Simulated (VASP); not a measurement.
Write the native input for VASP 6.6.1 that does the following.

```yaml
Task: relaxation of cell and atoms
Functional: PBE
Potentials_or_basis: VASP PAW PBE potentials, release 64 (Be, Cd, S)
Cutoff: 520 eV
k_mesh: 8 × 8 × 8
Occupations: gaussian, width 0.03 eV
Spin: no spin polarisation
Further_INCAR_settings: ALGO = Normal; EDIFF = 1e-06; IBRION = 2; EDIFFG = -0.01; NSW = 90; ISIF = 3
```

The structure of BeCd2S3 lies in POSCAR:

```
BeCd2S3
1.0
   -1.9390000000      5.8950000000      2.8360000000
    1.9390000000     -5.8950000000      2.8360000000
    1.9390000000      5.8950000000     -2.8360000000
Be Cd S
1 2 3
Direct
    0.9915373800      0.9915373800      0.0000000000
    0.6524564500      0.9920662900      0.6603901600
    0.3316761300      0.9920662900      0.3396098400
    0.1884696800      0.6884696800      0.5000000000
    0.6354710900      0.7829689700      0.8525021200
    0.9304668500      0.7829689700      0.1474978800
```

The cell was built by a generator and needn't be a form met in nature.

These files were run (other wordings do the same):

INCAR

```
ALGO = Normal
EDIFF = 1E-6
EDIFFG = -0.01
ENCUT = 520
GGA = PE
IBRION = 2
ISIF = 3
ISMEAR = 0
KPAR = 4
LASPH = T
LCHARG = F
LREAL = F
LWAVE = F
NELM = 120
NSW = 90
PREC = Accurate
SIGMA = 0.03
```

KPOINTS

```
k-points
0
Gamma
  8 8 8
```

Potentials or basis: VASP PAW PBE potentials, release 64 (Be, Cd, S).

The run is started by

```console
$ cat potpaw_PBE.64/Be/POTCAR potpaw_PBE.64/Cd/POTCAR potpaw_PBE.64/S/POTCAR > POTCAR
$ mpirun -np 4 vasp_std > vasp.out
```

It gave:

```yaml
Relaxed_volume: 21.59 Å³/atom
Relaxed_cell: a = 6.817 Å, b = 6.817 Å, c = 6.817 Å, α = 147.00°, β = 60.57°, γ = 130.74°
Space_group_after_relaxing_to_0.05_Å: Imm2 (No. 44)
Energy_gained_by_relaxing: 0.1 meV/atom
Ionic_steps: 8
Pressure_after_relaxing: 0.0 GPa
Largest_force_after_relaxing: 0.004 eV/Å
Band_gap_on_the_k_mesh: 1.67 eV, direct
```

Wall time 6.9 min on 4 MPI ranks on Intel(R) Xeon(R) Platinum 8559C (Emerald Rapids), on a shared host, peak memory 0.61 GiB a rank.
